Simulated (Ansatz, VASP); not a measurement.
# GePt in two plane-wave programs, part 2 of 2

One calculation is typed for both programs; each brings its own data sets. How far apart do they land? The cell is generated by rule, not measured, and may not be a known phase. The cell is taken from a series of runs on this material, whose earlier steps may have relaxed, scaled, displaced or heated it; both programs get it as it stands.

VASP 6.6.1 and Ansatz 0.2.0.

So far: Starting point; Ansatz: relaxation of cell and atoms, r2SCAN, pair 1; VASP: relaxation of cell and atoms, r2SCAN, pair 1; Comparison.

**5. VASP: relaxation of cell and atoms, r2SCAN, pair 2**

Level of this step: r2SCAN; plane waves and PAW (Pt, Ge_d); invented cell (VASP).

The relaxed volume is the usual yardstick between codes: in a stiff, nearly cubic crystal its relative difference is about their pressure difference at one cell divided by the bulk modulus.

File INCAR:

```
SYSTEM = GePt
PREC = Accurate
ENCUT = 550
EDIFF = 1E-07
NELM = 120
ISMEAR = 1
SIGMA = 0.2
LREAL = .FALSE.
ALGO = Normal
METAGGA = R2SCAN
LASPH = .TRUE.
NBANDS = 18
LORBIT = 11
LWAVE = .FALSE.
LCHARG = .FALSE.
ISIF = 3
IBRION = 2
NSW = 80
EDIFFG = -0.005
GGA_COMPAT = .FALSE.
NELMIN = 4
LMIXTAU = .TRUE.
KPAR = 2
```

File POSCAR:

```
GePt
1.0
    3.1571460000      0.0000000000      0.0000000000
    0.0000000000      3.1571460000      0.0000000000
    0.0000000000      0.0000000000      3.1571460000
Pt Ge
1 1
Direct
    0.0000000000      0.0000000000      0.0000000000
    0.5000000000      0.5000000000      0.5000000000
```

File KPOINTS:

```
Automatic mesh
0
Gamma
16 16 16
0 0 0
```

The projector-augmented-wave data sets are Pt and Ge_d (PBE family, release 64).

Started as:

```sh
> mpirun -np 2 vasp_std
```

Numbers of over 12 decimals in the logs are rounded to 6 here.

What it wrote:

```text
[banner, memory and clock lines left out]
running    2 mpi-ranks, on    1 nodes
[...]
[... a notice as in an earlier step ...]

 LDA part: xc-table for (None), standard interpolation
 POSCAR, INCAR and KPOINTS ok, starting setup
[...]
entering main loop
       N       E                     dE             d eps       ncg     rms          rms(c)
DAV:   1     0.109478798939E+03    0.10948E+03   -0.13008E+04  6858   0.347E+03
DAV:   2    -0.528585243365E+02   -0.16234E+03   -0.15618E+03  6222   0.594E+02
DAV:   3    -0.697888643529E+02   -0.16930E+02   -0.16629E+02  6388   0.118E+02
DAV:   4    -0.701652874142E+02   -0.37642E+00   -0.37586E+00  6738   0.170E+01
[...]
DAV:  15    -0.654333408734E+02    0.35335E-06   -0.17340E-06  6240   0.107E-02    0.514E-04
DAV:  16    -0.654333412229E+02   -0.34949E-06   -0.12170E-07  4486   0.267E-03    0.689E-04
DAV:  17    -0.654333412821E+02   -0.59249E-07   -0.34299E-08  3150   0.202E-03
   1 F= -.65433341E+02 E0= -.65433259E+02  d E =-.654333E+02
[...]
2 F= -.65433331E+02 E0= -.65433244E+02  d E =0.105977E-04
 trial-energy change:    0.000011  1 .order    0.000002   -0.000017    0.000021
 step:   0.4475(harm=  0.4475)  dis= 0.00000  next Energy=   -65.433345 (dE=-0.377E-05)
[...]
N       E                     dE             d eps       ncg     rms          rms(c)
DAV:   1    -0.654334310958E+02   -0.10050E-03   -0.14407E-03  7246   0.592E-01    0.612E-02
DAV:   2    -0.654333563454E+02    0.74750E-04   -0.25517E-04  7058   0.160E-01    0.267E-02
DAV:   3    -0.654333480161E+02    0.83293E-05   -0.17797E-05  7366   0.700E-02    0.150E-02
DAV:   4    -0.654333435670E+02    0.44491E-05   -0.79260E-06  7108   0.383E-02    0.401E-03
DAV:   5    -0.654333419375E+02    0.16295E-05   -0.20549E-06  7510   0.169E-02    0.153E-03
DAV:   6    -0.654333418024E+02    0.13518E-06   -0.51552E-07  6362   0.506E-03    0.484E-04
DAV:   7    -0.654333415312E+02    0.27120E-06   -0.24729E-08  3062   0.118E-03    0.302E-04
DAV:   8    -0.654333413079E+02    0.22327E-06   -0.84712E-09  3030   0.118E-03    0.625E-05
DAV:   9    -0.654333412646E+02    0.43333E-07   -0.24097E-09  3020   0.563E-04
   3 F= -.65433341E+02 E0= -.65433257E+02  d E =0.175769E-07
[...]
reached required accuracy - stopping structural energy minimisation
```

From OUTCAR (step 5):

```text
  Total       -0.0001072     -0.0001072     -0.0001072      0.0000000     -0.0000000      0.0000000
  in kB       -0.0054573     -0.0054573     -0.0054573      0.0000000     -0.0000000      0.0000000
  external PRESSURE =      -0.0054573 kB  Pullay stress =       0.0000000 kB

 POSITION                                       TOTAL-FORCE (eV/Angst)
 -----------------------------------------------------------------------------------
      0.00000      0.00000      0.00000         0.000000      0.000000      0.000000
      1.57883      1.57883      1.57883        -0.000000     -0.000000      0.000000
 -----------------------------------------------------------------------------------
    total drift:                                0.000000      0.000000     -0.000000

  FREE ENERGIE OF THE ION-ELECTRON SYSTEM (eV)
  ---------------------------------------------------
  free  energy   TOTEN  =       -65.4333412646 eV

  energy  without entropy=      -65.4330888753  energy(sigma->0) =      -65.43325713

[... 1 part as in an earlier step ...]

[... 3 further parts left out ...]
[key lines of the parts left out:]
E-fermi :   9.8255
```

**6. Ansatz: relaxation of cell and atoms, r2SCAN, pair 2**

The same cell, functional, mesh and smearing now go to Ansatz, which takes its cutoff from its data sets.

The cell is taken from a series of runs on this material, whose earlier steps may have relaxed, scaled, displaced or heated it; both programs get it as it stands.

File input.yaml:

```yaml
crystal:
  lattice:
    - [3.1571456531, 0.0, 0.0]
    - [0.0, 3.1571456531, 0.0]
    - [0.0, 0.0, 3.1571456531]
  atoms:
    - { symbol: Pt, position: [0.0, 0.0, 0.0] }
    - { symbol: Ge, position: [0.5, 0.5, 0.5] }
kpoints:
  mp_grid: { grid: [16, 16, 16] }
hamiltonian:
  xc: r2scan
scf:
  occupations: { method: methfessel_paxton, width: 0.2 }
output:
  forces: true
  stress: true
  eigenvalues: true
relax:
  adjacent_minimum: "off"
  f_tol: 0.001
  max_steps: 60
  cell: { stress_tol: 0.01 }
```

Started as:

```sh
> ansatz run input.yaml --threads 4 --pin off --max-ram 7168MiB --backend cpu --events-out ev --progress --plain --runs-dir out
```

What it wrote:

```text
[...]
Crystal: 2 atoms, lattice volume = 31.469 Å³
Basis set: ecut = 500 eV, 799 PW (Γ), exchange–correlation on 96×96×96 points (64 copies of the dense FFT grid, shifted against one another)
Bands: 20, of which v1, the nominal top of the filled ones, is band 16 counted from 1 (15 counted from 0)
Symmetry: 48 space group operations
[...]
k-points: 165 of 4096
[...]
k-point 164: bands = [... 12 lower, 12.6679, 16.8478, 16.8478, 20.8422, 20.8422, 20.8422, 22.5911, 22.5911]
--- Relaxed structure (3 steps of the walk, 3 accepted, 1 SCFs on fresh bases) ---
[...]
cell:  # Å, volume = 31.4631 Å³
    - [3.156947, 0, 0]
    - [0, 3.156947, 0]
    - [0, 0, 3.156947]
  atoms:
    - { symbol: Pt, position: [0, 0, 0] }
    - { symbol: Ge, position: [0.5, 0.5, 0.5] }
[key lines of the parts left out:]
SCF converged after 5 iterations
Free energy (F): -16839.736733 eV
Fermi energy:    18.240030 eV
P = ⅓ Tr σ = -0.0001 GPa (-0.001 kbar)
```

**7. Comparison**

What differs besides the data sets and the points named for the pairs above, as far as they apply: the data sets hold 32 valence electrons in Ansatz (on its default PAW (the set named soft_2) files) and 24 in VASP. Total energies have different zeros and are not compared.

The two programs side by side:

```csv
quantity,Ansatz,VASP,difference
volume (Å³),31.46,31.48,-0.07 %
"edge a after relaxation, in the typed setting (Å)",3.157,3.158,-0.03 %
```

**8. What came out**

```json
{"difference in volume (relaxation of cell and atoms, r2SCAN, pair 1)": "-0.056 %", "difference in volume (relaxation of cell and atoms, r2SCAN, pair 2)": "-0.068 %"}
```

**Reading.** The difference in volume is -0.068 % (relaxation of cell and atoms, r2SCAN, pair 2), within the 1.2 % picked in this series as the mark of a large difference, as far as the stopping tolerances let one tell. The data sets hold unlike numbers of valence electrons (32 in Ansatz and 24 in VASP), so part of the differences comes from the potentials. Such differences can come from data sets, numerical settings and the points named under the comparisons, not from the functional's error against experiment.

[Lines on the potential files, build, host, timing and source positions are cut from VASP's logs without a mark.]

[Logs are printed without paths, hosts, clocks, repeated set-up lines and the standing remarks that a program may print on its own settings, such as how far it seeks lower states.]

[Hosts, paths, dates, database ids (printed as entryN), source tags and the programs' standing remarks are cut or masked in the printed files.]
